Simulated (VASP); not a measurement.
Consider the following.

```
CELL_PARAMETERS angstrom
      0.00000     3.07151     3.07151
      3.07151     0.00000     3.07151
     12.32093    12.32093    -0.03489
ATOMIC_POSITIONS crystal
  Cd 0.03429 0.03429 0.97429
  Cd 0.00173 0.00173 0.24870
  Cd 0.96697 0.96697 0.52477
  Cd 0.99958 0.99958 0.75031
  Te 0.26166 0.26166 0.05375
  Te 0.22967 0.22967 0.32775
  S  0.23669 0.23669 0.57248
  S  0.26940 0.26940 0.79795
```

Level of theory: PBEsol GGA, VASP's PBE PAW potentials (set 64) (plane waves; VASP). Settings: 400 eV cut-off, 10×10×3 Γ-centred mesh, tetrahedra with Blöchl corrections, potentials Cd Te S.

Unless said otherwise, spin-orbit coupling is left out, though it shifts the bands of the heavy elements here.

Task: Estimate the energy per atom (σ→0), band gap (on the k-mesh) with the smallest direct gap where there is one.

Result: 
```
Item                                                         Value
------------------------  ----------------------------------------
band gap (on the k-mesh)  none (metal, semimetal or under 0.01 eV)
energy per atom (σ→0)                               -3029 meV/atom
```

The structure was generated: Cd4S2Te2 was put into an ordered model structure (R3m), which need not be its known phase. It was relaxed first.
